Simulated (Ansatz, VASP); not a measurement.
**Mg (Mg(0001) film of 3 layers): VASP beside Ansatz**

One calculation is typed for both programs; each brings its own data sets. How far apart do they land? The cell is taken from a series of runs on this material, whose earlier steps may have relaxed, scaled, displaced or heated it; both programs get it as it stands.

Method: plane waves, with VASP 6.6.1 beside it; zone-centre phonons at PBEsol, in Ansatz 0.2.0.

### Step 1. The starting structure

The cell holds 3 atoms: 3 Mg. Cell: a = 3.081 Å, b = 3.081 Å, c = 34.265 Å, α = 90.0°, β = 90.0°, γ = 120.0°. It derives from Mg. Vacuum lies along c.

### Step 2. VASP: zone-centre phonons, PBEsol

Second derivatives magnify differences that forces hide, and they need a tight electronic threshold.

Lines of VASP's logs that name or quote its potential files are left out, and so is its time.

Input file INCAR:

```
SYSTEM = Mg
PREC = Accurate
ENCUT = 600
EDIFF = 1E-08
NELM = 120
ISMEAR = 1
SIGMA = 0.2
LREAL = .FALSE.
ALGO = Normal
GGA = PS
NBANDS = 9
LORBIT = 11
LWAVE = .FALSE.
LCHARG = .FALSE.
ISIF = 2
IBRION = 8
LASPH = .TRUE.
GGA_COMPAT = .FALSE.
NELMDL = -8
```

Input file POSCAR:

```
Mg
1.0
    3.0811844130      0.0000000000      0.0000000000
   -1.5405922065      2.6683839754      0.0000000000
    0.0000000000      0.0000000000     34.2645367144
Mg
3
Direct
    0.3333333333      0.6666666667      0.1583229416
    0.6666666666      0.3333333334      0.2368669119
    0.3333333333      0.6666666667      0.3154108822
```

Input file KPOINTS:

```
Automatic mesh
0
Gamma
9 9 1
0 0 0
```

Potentials, in the order of the species: Mg (PBE family, release 64).

Run with:

```console
$ mpirun -np 1 vasp_std
```

Numbers of over 12 decimals in the logs are rounded to 6 here.

What it wrote:

```text
[banner, memory and clock lines left out]
running    1 mpi-ranks, on    1 nodes
 distrk:  each k-point on    1 cores,    1 groups
 distr:  one band on    1 cores,    1 groups

 POSCAR found type information on POSCAR Mg
 POSCAR found :  1 types and       3 ions
|                                                                             |
|               ----> ADVICE to this user running VASP <----                  |
|                                                                             |
|     You enforced a specific xc type in the INCAR file but a different       |
|     [... a line on the potential file left out ...]
|     I HOPE YOU KNOW WHAT YOU ARE DOING!                                     |
|                                                                             |

 LDA part: xc-table for (Slater+PW92), standard interpolation
 POSCAR, INCAR and KPOINTS ok, starting setup
 FFT: planning ... GRIDC
 FFT: planning ... GRID_SOFT
 FFT: planning ... GRID
 WAVECAR not read
 entering main loop
       N       E                     dE             d eps       ncg     rms          rms(c)
DAV:   1     0.121394698055E+02    0.12139E+02   -0.17760E+03   216   0.453E+02
DAV:   2    -0.436873699469E+01   -0.16508E+02   -0.13709E+02   315   0.497E+01
DAV:   3    -0.461549511449E+01   -0.24676E+00   -0.24368E+00   278   0.876E+00
DAV:   4    -0.461915511463E+01   -0.36600E-02   -0.36590E-02   309   0.112E+00
DAV:   5    -0.461922399451E+01   -0.68880E-04   -0.68880E-04   319   0.147E-01
DAV:   6    -0.461922531391E+01   -0.13194E-05   -0.13192E-05   318   0.178E-02
DAV:   7    -0.461922539559E+01   -0.81679E-07   -0.81727E-07   343   0.367E-03
DAV:   8    -0.461922539698E+01   -0.13837E-08   -0.15637E-08   304   0.467E-04    0.139E+00
DAV:   9    -0.451897683438E+01    0.10025E+00   -0.40419E-01   238   0.146E+00    0.810E-01
DAV:  10    -0.450205179029E+01    0.16925E-01   -0.27250E-02   267   0.617E-01    0.363E-01
DAV:  11    -0.449821328207E+01    0.38385E-02   -0.98007E-03   250   0.382E-01    0.576E-02
DAV:  12    -0.449846930289E+01   -0.25602E-03   -0.89419E-04   246   0.141E-01    0.214E-02
DAV:  13    -0.449857697997E+01   -0.10768E-03   -0.11350E-04   238   0.465E-02    0.110E-02
DAV:  14    -0.449861844242E+01   -0.41462E-04   -0.15713E-04   246   0.342E-02    0.530E-03
[...]
DAV:  19    -0.449877832054E+01   -0.72001E-05   -0.14612E-07   245   0.922E-04    0.137E-04
DAV:  20    -0.449877945676E+01   -0.11362E-05   -0.30851E-08   256   0.423E-04    0.841E-05
DAV:  21    -0.449878069412E+01   -0.12374E-05   -0.25612E-08   236   0.315E-04    0.366E-05
DAV:  22    -0.449878087542E+01   -0.18130E-06   -0.11956E-09   245   0.104E-04    0.289E-05
DAV:  23    -0.449878116912E+01   -0.29371E-06   -0.26683E-09   224   0.124E-04    0.129E-05
DAV:  24    -0.449878122511E+01   -0.55983E-07   -0.80418E-11   205   0.352E-05    0.484E-06
DAV:  25    -0.449878123796E+01   -0.12848E-07   -0.31803E-11   204   0.230E-05    0.181E-06
DAV:  26    -0.449878124235E+01   -0.43989E-08    0.60815E-11   182   0.102E-05
   1 F= -.44987812E+01 E0= -.44998542E+01  d E =0.321887E-02
 Linear response reoptimize wavefunctions to high precision
DAV:   1    -0.449878124245E+01   -0.93337E-10    0.83888E-11   189   0.231E-06
 Linear response DOF=           4
 Linear response progress:
  Degree of freedom:   1/  4
       N       E                     dE             d eps       ncg     rms          rms(c)
RMM:   1    -0.132145838130E-02   -0.13215E-02   -0.98253E-04  1262   0.205E-01
RMM:   2    -0.133370291194E-02   -0.12245E-04   -0.29934E-05  1134   0.252E-02    0.245E-02
RMM:   3    -0.132028997923E-02    0.13413E-04   -0.20200E-06  1162   0.996E-03    0.157E-02
RMM:   4    -0.133137848834E-02   -0.11089E-04   -0.19076E-06  1227   0.124E-02    0.917E-04
RMM:   5    -0.133201684457E-02   -0.63836E-06   -0.74203E-08  1248   0.129E-03    0.209E-04
RMM:   6    -0.133195437507E-02    0.62469E-07   -0.70556E-09  1212   0.392E-04    0.504E-05
RMM:   7    -0.133194667886E-02    0.76962E-08   -0.61718E-10  1272   0.114E-04    0.220E-05
 first order change of Fermi-energy   0.17916E-04
 force on displaced ion       1 direction 1 :  -0.338  -0.000  -0.000
 Linear response progress:
  Degree of freedom:   2/  4
       N       E                     dE             d eps       ncg     rms          rms(c)
RMM:   1    -0.688022736760E-02   -0.68802E-02    0.83392E-03   493   0.300E-01
RMM:   2    -0.674469834601E-02    0.13553E-03   -0.27194E-04   347   0.830E-02    0.234E-02
RMM:   3    -0.674133885395E-02    0.33595E-05   -0.43605E-05   392   0.284E-02    0.115E-02
RMM:   4    -0.673488500241E-02    0.64539E-05   -0.53966E-06   395   0.105E-02    0.761E-03
RMM:   5    -0.673021422393E-02    0.46708E-05   -0.11195E-06   405   0.490E-03    0.395E-03
RMM:   6    -0.672449650699E-02    0.57177E-05   -0.85419E-07   388   0.441E-03    0.884E-04
RMM:   7    -0.672235877463E-02    0.21377E-05   -0.13606E-07   396   0.144E-03    0.319E-04
RMM:   8    -0.672352483401E-02   -0.11661E-05   -0.20829E-08   397   0.567E-04    0.137E-04
RMM:   9    -0.672425073748E-02   -0.72590E-06   -0.56553E-09   398   0.253E-04    0.982E-05
RMM:  10    -0.672504091558E-02   -0.79018E-06   -0.16373E-08   402   0.312E-04    0.421E-05
RMM:  11    -0.672511621802E-02   -0.75302E-07   -0.83968E-09   413   0.176E-04    0.226E-05
RMM:  12    -0.672522331545E-02   -0.10710E-06   -0.19328E-09   407   0.875E-05    0.144E-05
RMM:  13    -0.672530122706E-02   -0.77912E-07   -0.23574E-09   409   0.806E-05    0.631E-06
RMM:  14    -0.672528351004E-02    0.17717E-07   -0.28927E-10   422   0.324E-05    0.457E-06
RMM:  15    -0.672528781577E-02   -0.43057E-08   -0.35825E-10   405   0.314E-05    0.177E-06
 first order change of Fermi-energy   0.27881E-02
 force on displaced ion       1 direction 3 :  -0.000   0.000  -1.407
 Linear response progress:
  Degree of freedom:   3/  4
       N       E                     dE             d eps       ncg     rms          rms(c)
RMM:   1    -0.133897588557E-02   -0.13390E-02   -0.10291E-03  1272   0.184E-01
RMM:   2    -0.133980344264E-02   -0.82756E-06   -0.15572E-05  1130   0.183E-02    0.222E-02
RMM:   3    -0.133068873275E-02    0.91147E-05   -0.10933E-06  1162   0.765E-03    0.141E-02
RMM:   4    -0.133988845957E-02   -0.91997E-05   -0.10723E-06  1201   0.105E-02    0.664E-04
RMM:   5    -0.134052989558E-02   -0.64144E-06   -0.37124E-08  1229   0.812E-04    0.141E-04
RMM:   6    -0.134074103892E-02   -0.21114E-06   -0.24901E-09  1215   0.207E-04    0.161E-05
RMM:   7    -0.134078023593E-02   -0.39197E-07   -0.20645E-10  1245   0.580E-05    0.145E-06
RMM:   8    -0.134077821719E-02    0.20187E-08    0.12820E-11  1287   0.181E-05    0.614E-07
 first order change of Fermi-energy   0.17894E-04
 force on displaced ion       2 direction 1 :  -0.604  -0.000   0.000
 Linear response progress:
  Degree of freedom:   4/  4
       N       E                     dE             d eps       ncg     rms          rms(c)
RMM:   1    -0.698694777565E-02   -0.69869E-02    0.30578E-02   422   0.356E-01
RMM:   2    -0.685422697164E-02    0.13272E-03   -0.28362E-04   343   0.836E-02    0.217E-02
RMM:   3    -0.685842695365E-02   -0.42000E-05   -0.40330E-05   377   0.263E-02    0.124E-02
RMM:   4    -0.686697486250E-02   -0.85479E-05   -0.59177E-06   404   0.101E-02    0.760E-03
RMM:   5    -0.687509983459E-02   -0.81250E-05   -0.21621E-06   395   0.612E-03    0.260E-03
RMM:   6    -0.687346842310E-02    0.16314E-05   -0.32776E-07   392   0.286E-03    0.238E-04
RMM:   7    -0.687343794873E-02    0.30474E-07   -0.14809E-08   405   0.529E-04    0.102E-04
RMM:   8    -0.687360719137E-02   -0.16924E-06   -0.13383E-09   397   0.165E-04    0.222E-05
RMM:   9    -0.687366638158E-02   -0.59190E-07   -0.16939E-10   400   0.628E-05    0.120E-05
RMM:  10    -0.687367022120E-02   -0.38396E-08   -0.51831E-11   401   0.353E-05    0.792E-06
 first order change of Fermi-energy  -0.92703E-05
 force on displaced ion       2 direction 3 :   0.000   0.000  -2.855
 Linear response finished
```

Parts of OUTCAR (step 2):

```text
ion  position               nearest neighbor table
   1  0.333  0.667  0.158-   2 3.23   2 3.23   2 3.23
   2  0.667  0.333  0.237-   3 3.23   1 3.23   3 3.23   1 3.23   3 3.23   1 3.23
   3  0.333  0.667  0.315-   2 3.23   2 3.23   2 3.23

  LATTYP: Found a hexagonal cell.
 ALAT       =     3.0811844130
 C/A-ratio  =    11.1205731698

 Subroutine GETGRP returns: Found 12 space group operations
 (whereof  6 operations were pure point group operations)

The static configuration has the point symmetry C_3v.
 The point group associated with its full space group is D_3h.

 Found     12 irreducible k-points:

   k-points           NKPTS =     12   k-points in BZ     NKDIM =     12   number of bands    NBANDS=      9

   dimension x,y,z NGX =    28 NGY =   28 NGZ =  280
   dimension x,y,z NGXF=    56 NGYF=   56 NGZF=  560

   ENCUT  =  600.0 eV  44.10 Ry    6.64 a.u.   6.15  6.15 68.43*2*pi/ulx,y,z

   NELECT =       6.0000    total number of electrons

 k-points in reciprocal lattice and weights: Automatic mesh
   0.00000000  0.00000000  0.00000000       0.012
   0.11111111 -0.00000000  0.00000000       0.074
   0.22222222 -0.00000000  0.00000000       0.074
   0.33333333 -0.00000000  0.00000000       0.074
   0.44444444 -0.00000000  0.00000000       0.074
   0.11111111  0.11111111  0.00000000       0.074
   0.22222222  0.11111111  0.00000000       0.148
   0.33333333  0.11111111  0.00000000       0.148
   0.44444444  0.11111111  0.00000000       0.074
   0.22222222  0.22222222  0.00000000       0.074
   0.33333333  0.22222222  0.00000000       0.148
   0.33333333  0.33333333  0.00000000       0.025

 average (electrostatic) potential at core
       1 -43.8456       2 -43.7702       3 -43.8456

  Total       -0.2161614     -0.2161614      0.5503488     -0.0000000      0.0000000      0.0000000
  in kB       -1.2293566     -1.2293566      3.1299523     -0.0000000      0.0000000      0.0000000
  external PRESSURE =       0.2237464 kB  Pullay stress =       0.0000000 kB

  energy-cutoff  :      600.00
  volume of cell :      281.72
      direct lattice vectors                 reciprocal lattice vectors
     3.081184413  0.000000000  0.000000000     0.324550519  0.187379329  0.000000000
    -1.540592206  2.668383975  0.000000000     0.000000000  0.374758659  0.000000000
     0.000000000  0.000000000 34.264536714     0.000000000  0.000000000  0.029184693

 POSITION                                       TOTAL-FORCE (eV/Angst)
 -----------------------------------------------------------------------------------
     -0.00000      1.77892      5.42486         0.000000     -0.000000     -0.102474
      1.54059      0.88946      8.11613        -0.000000      0.000000      0.000000
     -0.00000      1.77892     10.80741         0.000000     -0.000000      0.102474
 -----------------------------------------------------------------------------------
    total drift:                                0.000000     -0.000000      0.000004

 Eigenvectors and eigenvalues of the dynamical matrix
 ----------------------------------------------------

   1 f  =    6.561906 THz    41.229674 2PiTHz  218.881640 cm-1    27.137852 meV
             X         Y         Z           dx          dy          dz
     -0.000000  1.778923  5.424862    -0.000000    0.000000   -0.408258
      1.540592  0.889461  8.116135    -0.000000    0.000000    0.816487
     -0.000000  1.778923 10.807408     0.000000   -0.000000   -0.408258

   2 f  =    3.733924 THz    23.460936 2PiTHz  124.550294 cm-1    15.442261 meV
             X         Y         Z           dx          dy          dz
     -0.000000  1.778923  5.424862    -0.000000   -0.000000   -0.707107
      1.540592  0.889461  8.116135    -0.000000    0.000000    0.000000
     -0.000000  1.778923 10.807408     0.000000   -0.000000    0.707107

   3 f  =    3.017935 THz    18.962248 2PiTHz  100.667491 cm-1    12.481173 meV
             X         Y         Z           dx          dy          dz
     -0.000000  1.778923  5.424862     0.408220    0.000041   -0.000000
      1.540592  0.889461  8.116135    -0.816524   -0.000083   -0.000000
     -0.000000  1.778923 10.807408     0.408220    0.000041   -0.000000

   4 f  =    3.017935 THz    18.962248 2PiTHz  100.667491 cm-1    12.481173 meV
             X         Y         Z           dx          dy          dz
     -0.000000  1.778923  5.424862    -0.000041    0.408220   -0.000000
      1.540592  0.889461  8.116135     0.000083   -0.816524   -0.000000
     -0.000000  1.778923 10.807408    -0.000041    0.408220    0.000000

   5 f  =    1.937003 THz    12.170552 2PiTHz   64.611481 cm-1     8.010799 meV
             X         Y         Z           dx          dy          dz
     -0.000000  1.778923  5.424862     0.707107    0.000001    0.000000
      1.540592  0.889461  8.116135    -0.000000   -0.000000    0.000000
     -0.000000  1.778923 10.807408    -0.707107   -0.000001    0.000000

   6 f  =    1.937003 THz    12.170552 2PiTHz   64.611481 cm-1     8.010799 meV
             X         Y         Z           dx          dy          dz
     -0.000000  1.778923  5.424862     0.000001   -0.707107   -0.000000
      1.540592  0.889461  8.116135     0.000000   -0.000000   -0.000000
     -0.000000  1.778923 10.807408    -0.000001    0.707107   -0.000000

   7 f/i=    0.000111 THz     0.000700 2PiTHz    0.003717 cm-1     0.000461 meV
             X         Y         Z           dx          dy          dz
     -0.000000  1.778923  5.424862    -0.000000   -0.000000    0.577343
      1.540592  0.889461  8.116135    -0.000000   -0.000000    0.577364
     -0.000000  1.778923 10.807408    -0.000000   -0.000000    0.577343

   8 f/i=    0.000145 THz     0.000914 2PiTHz    0.004852 cm-1     0.000602 meV
             X         Y         Z           dx          dy          dz
     -0.000000  1.778923  5.424862     0.070674    0.573028    0.000000
      1.540592  0.889461  8.116135     0.070667    0.572970    0.000000
     -0.000000  1.778923 10.807408     0.070674    0.573028    0.000000

   9 f/i=    0.000145 THz     0.000914 2PiTHz    0.004852 cm-1     0.000602 meV
             X         Y         Z           dx          dy          dz
     -0.000000  1.778923  5.424862     0.573028   -0.070674   -0.000000
      1.540592  0.889461  8.116135     0.572970   -0.070667   -0.000000
     -0.000000  1.778923 10.807408     0.573028   -0.070674   -0.000000

 ELASTIC MODULI CONTR FROM IONIC RELAXATION (kBar)
 Direction    XX          YY          ZZ          XY          YZ          ZX
 --------------------------------------------------------------------------------
 XX          -8.7070      3.5251    -16.7237     -0.0000     -0.0000     -0.0000
 YY           3.5251     -8.7070    -16.7237     -0.0000      0.0000      0.0000
 ZZ         -16.7237    -16.7237   -107.9449     -0.0000      0.0000     -0.0000
 XY          -0.0000     -0.0000     -0.0000     -6.1160     -0.0000     -0.0000
 YZ          -0.0000      0.0000      0.0000     -0.0000    -33.9091     -0.0000
 ZX          -0.0000      0.0000     -0.0000     -0.0000     -0.0000    -33.7920
 --------------------------------------------------------------------------------
```

Energies printed during the response cycles are not total energies of the cell.

(Part 1 of 2 ends here.)

[Lines on the potential files, build, host, timing and source positions are cut from VASP's logs without a mark.]

[Logs are printed without paths, hosts, clocks, repeated set-up lines and the standing remarks that a program may print on its own settings, such as how far it seeks lower states.]

[Hosts, paths, dates, database ids (printed as entryN), source tags and the programs' standing remarks are cut or masked in the printed files.]
